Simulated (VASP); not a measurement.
Calculation: r2SCAN meta-GGA, VASP's PBE PAW potentials (set 64) (plane waves; VASP).

A VASP calculation is set up with these files.

### KPOINTS
```
Automatic mesh
0
Gamma
18 18 18
0 0 0
```

KPOINTS_OPT:
```
k-points along high-symmetry lines
10
Line-mode
Reciprocal
  0.000000   0.000000   0.000000 ! GAMMA
  0.500000   0.000000   0.500000 ! X

  0.500000   0.000000   0.500000 ! X
  0.625000   0.250000   0.625000 ! U

  0.375000   0.375000   0.750000 ! K
  0.000000   0.000000   0.000000 ! GAMMA

  0.000000   0.000000   0.000000 ! GAMMA
  0.500000   0.500000   0.500000 ! L

  0.500000   0.500000   0.500000 ! L
  0.500000   0.250000   0.750000 ! W

  0.500000   0.250000   0.750000 ! W
  0.500000   0.000000   0.500000 ! X
```

**INCAR**
```
# general
SYSTEM   =  Al
PREC     =  Accurate
ENCUT    =  400
LREAL    =  .FALSE.
LASPH    =  .TRUE.

# electronic loop
EDIFF    =  1E-7
NELM     =  100
ALGO     =  Normal
LMIXTAU  =  .TRUE.

# smearing
ISMEAR   =  -5

# functional
METAGGA  =  R2SCAN

# ions
ISIF     =  2

# output
LWAVE    =  .FALSE.
LCHARG   =  .FALSE.
LORBIT   =  11
NEDOS    =  601
```

File POSCAR:
```
Al
2.8157520
  0.0000000000   0.7071067261   0.7071067261
  0.7071067261   0.0000000000   0.7071067261
  0.7071067261   0.7071067261   0.0000000000
Al
1
Direct
  0.0000000000   0.0000000000   0.0000000000
```

POTCAR, in this order: Al (PBE.64 set). Program: vasp_std.

Output

OSZICAR:
```
       N       E                     dE             d eps       ncg     rms          rms(c)
DAV:   1    -0.526253026217E+01   -0.52625E+01   -0.76862E+02  2230   0.259E+02
DAV:   2    -0.689564999200E+01   -0.16331E+01   -0.15419E+01  2550   0.280E+01
DAV:   3    -0.691284996840E+01   -0.17200E-01   -0.17317E-01  2580   0.302E+00
DAV:   4    -0.691289346665E+01   -0.43498E-04   -0.43707E-04  2535   0.156E-01
DAV:   5    -0.691289375005E+01   -0.28340E-06   -0.28460E-06  2600   0.106E-02    0.309E+00
DAV:   6    -0.672498536909E+01    0.18791E+00   -0.10160E-01  2625   0.217E+00    0.194E+00
DAV:   7    -0.701206718001E+01   -0.28708E+00   -0.73624E-02  2360   0.191E+00    0.697E-01
DAV:   8    -0.667928664568E+01    0.33278E+00   -0.10001E-01  2355   0.216E+00    0.216E-01
DAV:   9    -0.673741221531E+01   -0.58126E-01   -0.43573E-02  2000   0.118E+00    0.107E-01
DAV:  10    -0.673896747290E+01   -0.15553E-02   -0.16304E-03  2650   0.332E-01    0.177E-01
DAV:  11    -0.674016306806E+01   -0.11956E-02   -0.20270E-04  2590   0.118E-01    0.139E-01
DAV:  12    -0.673816114725E+01    0.20019E-02   -0.51718E-04  2285   0.165E-01    0.580E-02
DAV:  13    -0.673814489370E+01    0.16254E-04   -0.33128E-05  2690   0.551E-02    0.475E-02
DAV:  14    -0.673814901678E+01   -0.41231E-05   -0.44149E-06  2025   0.237E-02    0.516E-02
DAV:  15    -0.673814597569E+01    0.30411E-05   -0.12242E-05  2110   0.322E-02    0.633E-02
DAV:  16    -0.673814881042E+01   -0.28347E-05   -0.12794E-05  2470   0.356E-02    0.655E-02
DAV:  17    -0.673814865784E+01    0.15258E-06   -0.60639E-07  2490   0.796E-03    0.439E-02
DAV:  18    -0.673815088755E+01   -0.22297E-05   -0.10434E-06  2010   0.126E-02    0.245E-03
DAV:  19    -0.673815155376E+01   -0.66621E-06   -0.17401E-07  2050   0.547E-03    0.274E-03
DAV:  20    -0.673815121466E+01    0.33910E-06   -0.78735E-08  1840   0.346E-03    0.215E-03
DAV:  21    -0.673815120874E+01    0.59166E-08   -0.28701E-08  1070   0.223E-03
   1 F= -.67381512E+01 E0= -.67381512E+01  d E =0.000000E+00
       N       E                     dE             ncg
```

File OUTCAR:
```
------------------------ aborting loop because EDIFF is reached ----------------------------------------
  FORCE on cell =-STRESS in cart. coord.  units (eV):
  Direction    XX          YY          ZZ          XY          YZ          ZX
  --------------------------------------------------------------------------------------
  Total        0.0165062      0.0165062      0.0165062     -0.0000000     -0.0000000      0.0000000
  in kB        1.6752933      1.6752933      1.6752933     -0.0000000     -0.0000000      0.0000000
  external PRESSURE =       1.6752933 kB  Pullay stress =       0.0000000 kB
  volume of cell :       15.79
      direct lattice vectors                 reciprocal lattice vectors
     0.000000000  1.991037178  1.991037178    -0.251125396  0.251125396  0.251125396
     1.991037178  0.000000000  1.991037178     0.251125396 -0.251125396  0.251125396
     1.991037178  1.991037178  0.000000000     0.251125396  0.251125396 -0.251125396
 POSITION                                       TOTAL-FORCE (eV/Angst)
 -----------------------------------------------------------------------------------
      0.00000      0.00000      0.00000        -0.000000     -0.000000      0.000000
 -----------------------------------------------------------------------------------
    total drift:                                0.000000      0.000000      0.000000
  FREE ENERGIE OF THE ION-ELECTRON SYSTEM (eV)
  ---------------------------------------------------
  free  energy   TOTEN  =        -6.7381512087 eV

  energy  without entropy=       -6.7381512087  energy(sigma->0) =       -6.73815121

 total charge

# of ion       s       p       d       tot
------------------------------------------
    1        0.414   0.374   0.000   0.787
```
(Selected blocks of OUTCAR.)

For a metal the tetrahedron method with Blöchl corrections gives inexact stress and forces.

The compound is Al in the fcc structure. It was relaxed first.
